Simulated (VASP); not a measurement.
Given:

```xyz
4
Lattice="3.7895 0.0000 0.0000 0.0000 3.7895 0.0000 0.0000 0.0000 3.7895" Properties=species:S:1:pos:R:3 pbc="T T T"
W      0.0000     0.0000     0.0000
O      1.8947     0.0000     0.0000
O      0.0000     0.0000     1.8947
O      0.0000     1.8947     0.0000
```

Computed with LDA (Ceperley-Alder, Perdew-Zunger), VASP's LDA PAW potentials (set 64) (plane waves; VASP). Numerical set-up: 520 eV cut-off, Gaussian smearing of 0.050 eV, potentials W_sv O.

Unless said otherwise, spin-orbit coupling is left out, though it shifts the bands of the heavy elements here.

### Question
Give the energies of bands 8 to 19 at the high-symmetry points, in eV from the valence-band maximum.

### Answer

```tsv
band	Γ	X	M	R
8	-3.15	-7.12	-7.27	-7.25
9	-3.15	-3.69	-6.92	-7.25
10	-3.15	-3.69	-5.68	-6.66
11	-1.23	-2.71	-3.62	-5.57
12	-1.23	-2.71	-3.62	-5.57
13	-1.23	-2.57	-2.23	-5.57
14	-1.09	-1.55	-2.00	0.00
15	-1.09	-1.12	-2.00	0.00
16	-1.09	-1.12	-0.01	0.00
17	0.51	0.57	4.15	5.55
18	0.51	4.12	4.15	5.55
19	0.51	4.12	5.52	5.55
```

The gap is indirect, 0.51 eV, from the valence maximum at R to the conduction minimum at Γ.

The structure was generated: WO3 was put into the ReO3 type (Pm-3m), which need not be its known phase. It was relaxed first.
